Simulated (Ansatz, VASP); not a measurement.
# Ti (Titanium): VASP beside Ansatz

Wanted: the spread between two codes on one cell, functional and k mesh. The cell is a member of a volume series, scaled by 1.015 from a relaxed one, so a pressure remains.

Calculated with Ansatz 0.2.0; plane waves, with VASP 6.6.1 beside it; single point at BLYP.

## Step 1: Starting point

It takes space group P6_3/mmc (No. 194, hexagonal). Conventional cell: a = 2.973 Å, b = 2.973 Å, c = 4.704 Å, α = 90.00°, β = 90.00°, γ = 120.00°. Ti has 12 Ti at 2.91 to 2.97 Å nearest.

## Step 2: VASP: single point, BLYP, volume scaled by 1.015

With cell and atoms fixed, the geometry can't cause a difference; cores, projectors, grids and the points listed under the comparison can.

Lines of VASP's logs that name or quote its potential files are left out, and so is its time.

The input asks for a relaxation, which ended at its first step since no free force or stress exceeded the threshold; so it serves as a single point.

Contents of INCAR:

```
SYSTEM = Ti
PREC = Accurate
ENCUT = 450
EDIFF = 1E-06
NELM = 100
ISMEAR = 1
SIGMA = 0.15
LREAL = .FALSE.
ALGO = Normal
GGA = B5
ALDAX = 1
AGGAX = 1
AGGAC = 1
ALDAC = 0
NBANDS = 18
LASPH = .TRUE.
LORBIT = 11
LWAVE = .FALSE.
LCHARG = .FALSE.
KPAR = 8
IBRION = 2
NSW = 30
ISIF = 4
EDIFFG = -0.01
```

Contents of POSCAR:

```
Ti
1.0
    2.9730253474      0.0000000000      0.0000000000
   -1.4865126738      2.5747154770      0.0000000000
    0.0000000000      0.0000000000      4.7038943183
Ti
2
Direct
    0.6666666667      0.3333333333      0.7500000000
    0.3333333333      0.6666666667      0.2500000000
```

Contents of KPOINTS:

```
Automatic mesh
0
Gamma
18 18 10
0 0 0
```

PAW data sets: Ti_sv (PBE family, release 64).

The run is started by

```console
$ mpirun -np 8 vasp_std
```

Numbers of over 12 decimals in the logs are rounded to 6 here.

Output:

```text
[banner, memory and clock lines left out]
running    8 mpi-ranks, on    1 nodes
 distrk:  each k-point on    1 cores,    8 groups
 distr:  one band on    1 cores,    1 groups

 POSCAR found type information on POSCAR Ti
 POSCAR found :  1 types and       2 ions
|                                                                             |
|           W    W    AA    RRRRR   N    N  II  N    N   GGGG   !!!           |
|           W    W   A  A   R    R  NN   N  II  NN   N  G    G  !!!           |
|           W    W  A    A  R    R  N N  N  II  N N  N  G       !!!           |
|           W WW W  AAAAAA  RRRRR   N  N N  II  N  N N  G  GGG   !            |
|           WW  WW  A    A  R   R   N   NN  II  N   NN  G    G                |
|           W    W  A    A  R    R  N    N  II  N    N   GGGG   !!!           |
|                                                                             |
|     For optimal performance we recommend to set                             |
|       NCORE = 2 up to number-of-cores-per-socket                            |
|     NCORE specifies how many cores store one orbital (NPAR=cpu/NCORE).      |
|     This setting can greatly improve the performance of VASP for DFT.       |
|     The default, NCORE=1 might be grossly inefficient on modern             |
|     multi-core architectures or massively parallel machines. Do your        |
|     Unfortunately you need to use the default for GW and RPA                |
|     calculations (for HF NCORE is supported but not extensively tested      |
|     yet).                                                                   |
|                                                                             |

|                                                                             |
|               ----> ADVICE to this user running VASP <----                  |
|                                                                             |
|     You enforced a specific xc type in the INCAR file but a different       |
|     [... a line on the potential file left out ...]
|     I HOPE YOU KNOW WHAT YOU ARE DOING!                                     |
|                                                                             |

 LDA part: xc-table for (Slater(with rela. corr.)+VWN5), standard interpolation
 POSCAR, INCAR and KPOINTS ok, starting setup
 FFT: planning ... GRIDC
 FFT: planning ... GRID_SOFT
 FFT: planning ... GRID
 WAVECAR not read
 entering main loop
       N       E                     dE             d eps       ncg     rms          rms(c)
DAV:   1     0.250082589540E+03    0.25008E+03   -0.12352E+04  8008   0.151E+03
DAV:   2     0.140737982158E+02   -0.23601E+03   -0.23307E+03  8168   0.434E+02
DAV:   3    -0.141290941058E+02   -0.28203E+02   -0.27906E+02 15166   0.123E+02
DAV:   4    -0.152800550169E+02   -0.11510E+01   -0.11502E+01  9150   0.260E+01
DAV:   5    -0.153360410401E+02   -0.55986E-01   -0.55975E-01 12612   0.404E+00    0.110E+01
DAV:   6    -0.135185445261E+02    0.18175E+01   -0.73492E+00  9418   0.273E+01    0.275E+00
DAV:   7    -0.135200012669E+02   -0.14567E-02   -0.55801E-01 12102   0.545E+00    0.188E+00
DAV:   8    -0.135411239327E+02   -0.21123E-01   -0.16069E-01  8914   0.499E+00    0.651E-01
DAV:   9    -0.135345304177E+02    0.65935E-02   -0.33552E-02  9540   0.200E+00    0.465E-02
DAV:  10    -0.135347406113E+02   -0.21019E-03   -0.20719E-03 12056   0.313E-01    0.597E-02
DAV:  11    -0.135347461850E+02   -0.55737E-05   -0.96523E-05  9858   0.808E-02    0.249E-02
DAV:  12    -0.135347298858E+02    0.16299E-04   -0.18296E-05  9066   0.348E-02    0.299E-03
DAV:  13    -0.135347279167E+02    0.19691E-05   -0.85796E-07  5778   0.680E-03    0.297E-03
DAV:  14    -0.135347295360E+02   -0.16193E-05   -0.24429E-07  4566   0.459E-03    0.233E-04
DAV:  15    -0.135347295723E+02   -0.36351E-07   -0.48530E-08  4502   0.195E-03
   1 F= -.13534730E+02 E0= -.13535864E+02  d E =-.135347E+02
 curvature:   0.00 expect dE= 0.000E+00 dE for cont linesearch  0.000E+00
 trial: gam= 0.00000 g(F)=  0.597E-46 g(S)=  0.544E-05 ort = 0.000E+00 (trialstep = 0.100E+01)
 search vector abs. value=  0.544E-05
 reached required accuracy - stopping structural energy minimisation
```

OUTCAR, selected parts (step 2):

```text
ion  position               nearest neighbor table
   1  0.667  0.333  0.750-   2 2.91   2 2.91   2 2.91   2 2.91   2 2.91   2 2.91
   2  0.333  0.667  0.250-   1 2.91   1 2.91   1 2.91   1 2.91   1 2.91   1 2.91

  LATTYP: Found a hexagonal cell.
 ALAT       =     2.9730253474
 C/A-ratio  =     1.5821911247

 Subroutine GETGRP returns: Found 24 space group operations
 (whereof 12 operations were pure point group operations)

The static configuration has the point symmetry D_3d.
 The point group associated with its full space group is D_6h.

 Found    222 irreducible k-points:

   k-points           NKPTS =    222   k-points in BZ     NKDIM =    222   number of bands    NBANDS=     18

   dimension x,y,z NGX =    24 NGY =   24 NGZ =   36
   dimension x,y,z NGXF=    48 NGYF=   48 NGZF=   72

   ENCUT  =  450.0 eV  33.07 Ry    5.75 a.u.   5.14  5.14  8.14*2*pi/ulx,y,z

   NELECT =      24.0000    total number of electrons

 k-points in reciprocal lattice and weights: Automatic mesh
   0.00000000  0.00000000  0.00000000       0.000
   0.05555556 -0.00000000  0.00000000       0.002
   0.11111111 -0.00000000  0.00000000       0.002
   0.16666667 -0.00000000  0.00000000       0.002
   0.22222222  0.00000000  0.00000000       0.002
   0.27777778 -0.00000000  0.00000000       0.002
   0.33333333 -0.00000000  0.00000000       0.002
   0.38888889 -0.00000000  0.00000000       0.002
   0.44444444  0.00000000  0.00000000       0.002
[...]
0.33333333  0.27777778  0.50000000       0.004
   0.33333333  0.33333333  0.50000000       0.001

 average (electrostatic) potential at core
       1 -72.4086       2 -72.4086

 E-fermi :   8.4213

 k-point     1 :       0.0000    0.0000    0.0000
  band No.  band energies     occupation
    ...
      6     -24.3714      2.00000
      7     -24.3339      2.00000
      8     -24.3339      2.00000
      9       2.4905      2.00000
     10       5.8446      2.00000
     11       9.1003     -0.00000
     12       9.1003     -0.00000
     13       9.1989     -0.00000
     14       9.3062     -0.00000
     15       9.5642     -0.00000
    ...

 k-point     2 :       0.0556   -0.0000    0.0000
  band No.  band energies     occupation
    ...
      6     -24.3740      2.00000
      7     -24.3469      2.00000
      8     -24.3356      2.00000
      9       2.5747      2.00000
     10       5.9100      2.00000
     11       8.9254     -0.00002
     12       9.1138     -0.00000
     13       9.1582     -0.00000
     14       9.3416     -0.00000
     15       9.5244     -0.00000
    ...

 k-point     3 :       0.1111   -0.0000    0.0000
  band No.  band energies     occupation
    ...
      6     -24.3839      2.00000
      7     -24.3818      2.00000
      8     -24.3404      2.00000
      9       2.8221      2.00000
     10       6.0954      2.00000
     11       8.6653     -0.04368
     12       8.6869     -0.03118
     13       9.3288     -0.00000
     14       9.3894     -0.00000
     15       9.5503     -0.00000
    ...

  Total       -0.3414216     -0.3414216     -0.3598208      0.0000000      0.0000000      0.0000000
  in kB      -15.1920416    -15.1920416    -16.0107406      0.0000000      0.0000000      0.0000000
  external PRESSURE =     -15.4649413 kB  Pullay stress =       0.0000000 kB

  energy-cutoff  :      450.00
  volume of cell :       36.01
      direct lattice vectors                 reciprocal lattice vectors
     2.973025347  0.000000000  0.000000000     0.336357711  0.194196215  0.000000000
    -1.486512674  2.574715477  0.000000000     0.000000000  0.388392430  0.000000000
     0.000000000  0.000000000  4.703894318     0.000000000  0.000000000  0.212589810

 POSITION                                       TOTAL-FORCE (eV/Angst)
 -----------------------------------------------------------------------------------
      1.48651      0.85824      3.52792        -0.000000      0.000000      0.000000
     -0.00000      1.71648      1.17597         0.000000     -0.000000      0.000000
 -----------------------------------------------------------------------------------
    total drift:                               -0.000000      0.000000     -0.000000

  FREE ENERGIE OF THE ION-ELECTRON SYSTEM (eV)
  ---------------------------------------------------
  free  energy   TOTEN  =       -13.5347295723 eV

  energy  without entropy=      -13.5381342122  energy(sigma->0) =      -13.53586445

 reached required accuracy - stopping structural energy minimisation

 total charge
# of ion       s       p       d       tot
------------------------------------------
    1        2.244   6.107   1.915  10.266
    2        2.244   6.107   1.915  10.266
--------------------------------------------------
tot          4.488  12.214   3.831  20.533

[... 3 further parts left out ...]
```

The run keeps the 24 symmetry operations of its start, so it cannot find a distortion of lower symmetry.

## Step 3: Ansatz: single point, BLYP, volume scaled by 1.015

Ansatz runs on its default PAW (the set named soft_2) files.

The same cell, functional (in two slightly different forms), mesh and smearing now go to Ansatz, which takes its cutoff from its data sets.

Contents of input.yaml:

```yaml
crystal:
  lattice:
    - [2.97302535, 0.0, 0.0]
    - [-1.48651267, 2.57471548, 0.0]
    - [0.0, 0.0, 4.70389432]
  atoms:
    - { symbol: Ti, position: [0.66666667, 0.33333333, 0.75] }
    - { symbol: Ti, position: [0.33333333, 0.66666667, 0.25] }
hamiltonian:
  xc: blyp
  pseudopotentials: { kind: paw }
kpoints:
  mp_grid: { grid: [18, 18, 10] }
scf:
  occupations: { method: methfessel_paxton, width: 0.15 }
  n_extra_bands: 4
output:
  forces: true
  stress: true
  eigenvalues: true
  write_density: true
  write_potential: true
  elf: true
  volumetric_format: npy
```

The run is started by

```console
$ ansatz run input.yaml --threads 2 --pin off --max-ram 4608MiB --backend cpu --events-out ev --progress --plain --runs-dir out
```

Output:

```text
scf.n_extra_bands = 4 over 12 filled bands (N_el = 24.0): the run solves 16 bands
Engine: ansatz 0.2.0, aarch64-unknown-linux-gnu
Pseudopotentials: kind: paw
Pseudopotential: Ti, paw, valence charge 12, recommended cutoff 420 eV (normal), Ti.paw.azcp
Functional definition: BLYP
  parameter beta = 0.0042
  parameter a = 0.04918
  parameter b = 0.132
  parameter c = 0.2533
  parameter d = 0.349
  exchange = b88_x(beta = beta)
  correlation = lyp_c(a = a, b = b, c = c, d = d)
Crystal: 2 atoms, lattice volume = 36.007 Å³
Basis set: ecut = 420 eV, 687 PW (Γ), exchange–correlation on 40×40×64 points (8 copies of the dense FFT grid, shifted against one another)
Bands: 16, of which v1, the nominal top of the filled ones, is band 12 counted from 1 (11 counted from 0)
Symmetry: 24 space group operations
Space group: P63/mmc (ITA 194), of the structure as read, at distance tolerance 3.3e-5 Å
k-points: 222 of 3240
Non-local potential: Ti, projectors of the file, l = 0: 3, l = 1: 2, l = 2: 3, l = 3: 1
PAW form: soft (Blöchl's): semilocal exchange-correlation on the pseudo side does not see the compensation charge
PAW frozen core: Ti, regenerated for the run's functional, and the local potential with it (the file was generated under x = pbe(κ = 0.804, μ = 0.219515), c = pbe(β = 0.066725))
PAW one-centre angular grid: Ti, 590 points (default); XC on 64 Gauss nodes
Initial density: superposition of atomic densities (neutral atoms: chi_scale 0, normalization atom), corrected by the library's trained network
Initial wavefunctions: pseudopotential atomic-orbital guess
Functional: x = b88, c = lyp
SCF iter   1: F=—  HF=-5011.800905 eV  |F-HF|=—  |Δ(HF+E_count)|=         —  Δρ=1.23e-2  dr2=5.56e-2  ethr=1.77e-3  ⟨swp⟩=3.6  Hψ=13640  notcnv=0
preconditioner: auto → none  [metal: Δε(μ)=0.015 eV  Ē_g=2.598 eV  σ=0.150 eV  W_gap=0.09  n_scr=8 (ndim 8)  ℏωp=17.5 eV  f_vac=0.000  D(μ)=2.19/eV (n_scr^D=22)  sad-step TF]
SCF iter   2: F=—  HF=-5011.788731 eV  |F-HF|=—  |Δ(HF+E_count)|=   1.22e-2  S|Δr|=    0.00e0  Δρ=5.80e-3  dr2=1.30e-2  ethr=2.32e-4  ⟨swp⟩=2.1  Hψ=6178  notcnv=0
SCF iter   3: F=—  HF=-5011.786985 eV  |F-HF|=—  |Δ(HF+E_count)|=   1.75e-3  S|Δr|=    0.00e0  Δρ=7.69e-4  dr2=1.40e-4  ethr=5.43e-5  ⟨swp⟩=2.3  Hψ=4977  notcnv=0
SCF iter   4: F=—  HF=-5011.787146 eV  |F-HF|=—  |Δ(HF+E_count)|=   1.61e-4  S|Δr|=    0.00e0  Δρ=1.07e-4  dr2=1.59e-6  ethr=5.84e-7  ⟨swp⟩=2.4  Hψ=5714  notcnv=0
SCF iter   5: F=—  HF=-5011.787189 eV  |F-HF|=—  |Δ(HF+E_count)|=   4.26e-5  S|Δr|=    0.00e0  Δρ=2.14e-5  dr2=9.18e-8  ethr=4.17e-10  ⟨swp⟩=9.1  Hψ=24248  notcnv=0
SCF iter   6: F=-5011.787189 eV  HF=-5011.787189 eV  |F-HF|=3.19e-9  |Δ(HF+E_count)|=   1.34e-8  S|Δr|=    0.00e0  Δρ=4.96e-6  dr2=7.17e-9  ethr=3.82e-10  ⟨swp⟩=4.4  Hψ=19475  notcnv=0
SCF 1 converged in 6 iterations: F = -5011.787189 eV  dr2 = 7.17e-9
  greatest PAW one-centre occupation: 0.999 electrons in one spin orbital (limit 2), on the Ti atom at site 1 (counted from 0), in its partial waves of l = 0
SCF converged after 6 iterations
Stability not checked: this state was not tested for a lower state beside it, because cold or Methfessel-Paxton smearing, or corrected tetrahedra, fill the levels in a way that the test cannot read (fill_not_monotonic; see scf.lower_state_search)
Free energy (F): -5011.787189 eV
Harris-Foulkes:  -5011.787189 eV  (|F-HF|=3.19e-9)
Internal energy: -5011.790627 eV  (E = F + TS)
E sigma→0 (E₀):  -5011.788048 eV
Entropy (-TS):   0.003438 eV (1.719 meV/atom)
Fermi energy:    13.281718 eV
--- Per-component energies (eV) ---
  E_band       = -317.538887
  E_kinetic    = 544.056435
  E_local      = -1671.619149  (includes V_loc(G=0)·N_el)
  E_nonlocal   = 16.808613
  E_hartree    = 686.068705
  E_xc         = -190.536477
  E_vxc        = -238.303137  (∫ρ·V_xc dr)
  E_paw        = -2111.950846  (= ΣΔE_a)
  E_vpaw       = -340.615197  (= ΣTr[D̂ρ^β])
  E_aug_tail   = 0.000222  (compensation charges beyond the density's cutoff)
  E_ewald      = -2284.651997
  E_core_change = 0.033868  (= ΣΔE_core)
  E_smearing   = 0.003438  (= −TS)
  E_closure    = 0.000000  (closes the sum)
  Σ components = -5011.787189   (vs F -5011.787189, Δ=0.00e0)
--- Forces (eV/Å), atoms counted from 1 ---
  atom   1  Ti    -0.00000000     0.00000000     0.00000000
  atom   2  Ti     0.00000000    -0.00000000     0.00000000
  max |Σ_I F_I| component: 7.40e-17 eV/Å
--- Stress (GPa, compression-positive) ---
       -1.251980       0.000000       0.000000
        0.000000      -1.251980       0.000000
        0.000000       0.000000      -1.345270
  P = ⅓ Tr σ = -1.2831 GPa (-12.831 kbar)
--- Band table (eV; the first three rows and the last of 222) ---
  k-point 0: bands = [... 8 lower, 7.3158, 10.6926, 13.9650, 13.9650, 14.0665, 14.1495, 14.4310, 14.4310]
  k-point 1: bands = [... 8 lower, 7.3980, 10.6547, 13.9243, 13.9243, 13.9886, 14.0227, 14.3872, 14.3872]
  k-point 2: bands = [... 8 lower, 7.6402, 10.5112, 13.6394, 13.8512, 13.8512, 13.8984, 14.2732, 14.2732]
  k-point 221: bands = [... 8 lower, 12.1377, 12.1377, 12.2339, 12.2339, 13.0520, 13.0520, 14.8348, 14.8348]
```

It took 8 s on 2 threads of Arm Neoverse N1, shared host; peak memory 0.39 GiB.

The column dr2 measures how far the density is from self-consistency, as an energy; F and HF (Harris–Foulkes) agree once it is small.

The run ends at a pressure of -1.28 GPa.

## Step 4: Differences

Known differences besides the potentials themselves: the cutoff is 420 eV in Ansatz and 450 eV in VASP; Ansatz makes its cores anew for this functional, VASP keeps those of its PBE data sets; VASP's log shows a relativistic correction to its local exchange, Ansatz's none. Total energies have different zeros and are not compared.

The two programs side by side:

```
      quantity  Ansatz   VASP  difference
pressure (GPa)   -1.28  -1.55       +0.26
```

## Step 5: Results

| Property | Result |
| --- | --- |
| difference in pressure (single point, BLYP, volume scaled by 1.015) | 0.26 GPa |

**Reading.** The difference in pressure is 0.26 GPa (single point, BLYP, volume scaled by 1.015), within the 1 GPa picked in this series as the mark of a large difference. Such differences can come from data sets, numerical settings and the points named under the comparisons, not from the functional's error against experiment.

[Lines on the potential files, build, host, timing and source positions are cut from VASP's logs without a mark.]

[Logs are printed without paths, hosts, clocks, repeated set-up lines and the standing remarks that a program may print on its own settings, such as how far it seeks lower states.]

[Hosts, paths, dates, database ids (printed as entryN), source tags and the programs' standing remarks are cut or masked in the printed files.]
